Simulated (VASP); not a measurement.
Output of a VASP run:

File OSZICAR:
```
       N       E                     dE             d eps       ncg     rms          rms(c)
DAV:   1     0.153966666594E+03    0.15397E+03   -0.13726E+04  4630   0.132E+03
DAV:   2    -0.228617536940E+02   -0.17683E+03   -0.17245E+03  4821   0.474E+02
DAV:   3    -0.320063589339E+02   -0.91446E+01   -0.88775E+01  4884   0.791E+01
DAV:   4    -0.321901316710E+02   -0.18377E+00   -0.18170E+00  4141   0.915E+00
DAV:   5    -0.322015331435E+02   -0.11401E-01   -0.11238E-01  3979   0.179E+00    0.435E+01
DAV:   6    -0.302069957743E+02    0.19945E+01   -0.17672E+01  4908   0.355E+01    0.153E+01
DAV:   7    -0.299927332646E+02    0.21426E+00   -0.15786E+00  5013   0.132E+01    0.102E+01
DAV:   8    -0.299548037514E+02    0.37930E-01   -0.12844E-01  4781   0.421E+00    0.165E+00
DAV:   9    -0.299508672012E+02    0.39366E-02   -0.19233E-02  4735   0.140E+00    0.693E-01
DAV:  10    -0.299502691329E+02    0.59807E-03   -0.48361E-03  5014   0.785E-01    0.216E-01
DAV:  11    -0.299501346328E+02    0.13450E-03   -0.71228E-04  4695   0.249E-01    0.490E-02
DAV:  12    -0.299501360302E+02   -0.13974E-05   -0.31324E-05  4810   0.597E-02    0.123E-02
DAV:  13    -0.299501355988E+02    0.43139E-06   -0.21107E-06  2198   0.178E-02
   1 F= -.29950136E+02 E0= -.29890489E+02  d E =-.119294E+00
```

**OUTCAR**
```
------------------------ aborting loop because EDIFF is reached ----------------------------------------
  FORCE on cell =-STRESS in cart. coord.  units (eV):
  Direction    XX          YY          ZZ          XY          YZ          ZX
  --------------------------------------------------------------------------------------
  Total       -0.1054916     -1.3721576     -0.0904508      0.2984665      0.0320993     -0.3399248
  in kB       -2.5522214    -33.1974377     -2.1883317      7.2209796      0.7765984     -8.2240065
  external PRESSURE =     -12.6459970 kB  Pullay stress =       0.0000000 kB
  volume of cell :       66.22
      direct lattice vectors                 reciprocal lattice vectors
     4.045790000  0.000000000  0.000000000     0.247170516  0.000000000  0.000000000
     0.000000000  4.045790000  0.000000000     0.000000000  0.247170516  0.000000000
     0.000000000  0.000000000  4.045790000     0.000000000  0.000000000  0.247170516
 POSITION                                       TOTAL-FORCE (eV/Angst)
 -----------------------------------------------------------------------------------
      0.05802      3.99204      0.08425        -0.231455      0.550390     -1.036481
      3.90547      2.01915      2.07475         1.726758     -0.015503     -0.484887
      2.00292      0.03812      1.91852        -0.049059     -0.284006      1.293904
      2.12516      2.04227      4.01407        -1.446244     -0.250881      0.227465
 -----------------------------------------------------------------------------------
    total drift:                               -0.000341     -0.000022      0.000158
  FREE ENERGIE OF THE ION-ELECTRON SYSTEM (eV)
  ---------------------------------------------------
  free  energy   TOTEN  =       -29.9501355988 eV

  energy  without entropy=      -29.8308414929  energy(sigma->0) =      -29.89048855
```
(Selected blocks of OUTCAR.)

### POSCAR
```
LuPt3
1
    4.0457900000     0.0000000000     0.0000000000
    0.0000000000     4.0457900000     0.0000000000
    0.0000000000     0.0000000000     4.0457900000
Lu Pt
1 3
Direct
  0.0143420000  -0.0132860000   0.0208230000
 -0.0346830000   0.4990750000   0.5128160000
  0.4950630000   0.0094210000   0.4742010000
  0.5252780000   0.5047900000  -0.0078400000
```

Q: Reconstruct the remaining input files.

A: One answer among several that fit: the input of the run itself, PBEsol GGA, plane waves, VASP's PBE PAW potentials (set 64).

INCAR:
```
! general
SYSTEM   =  LuPt3
PREC     =  Accurate
ENCUT    =  300   ! plane-wave cut-off (eV)
LREAL    =  .False.
LASPH    =  .True.   ! aspherical one-centre terms

! electronic loop
EDIFF    =  1E-6   ! SCF stop (eV)
NELM     =  100
ALGO     =  Normal   ! blocked Davidson
LMAXMIX  =  6

! smearing
ISMEAR   =  -1   ! Fermi-Dirac
SIGMA    =  0.136

! functional
GGA      =  PS   ! PBEsol

! ions
ISIF     =  2   ! forces and stress, cell fixed

! output
LWAVE    =  .False.
LCHARG   =  .False.
```

**KPOINTS**
```
Automatic mesh
0
Gamma
5 5 5
0 0 0
```

POTCAR, in this order: Lu_3 Pt (PBE.64 set). Program: vasp_std.

At this cut-off the stress carries a Pulay error, which pulls relaxed volumes low.

The structure comes from a computed database's LuPt3 entry; how it stands against other phases isn't given here. The cell was not relaxed at this level, atoms are displaced from their ideal sites. The k-mesh is coarse (spacing up to 0.31 per Å, 2π included), so the numbers may not be converged in it. The electron count is odd and the run is not spin-polarised, which forces a metal.
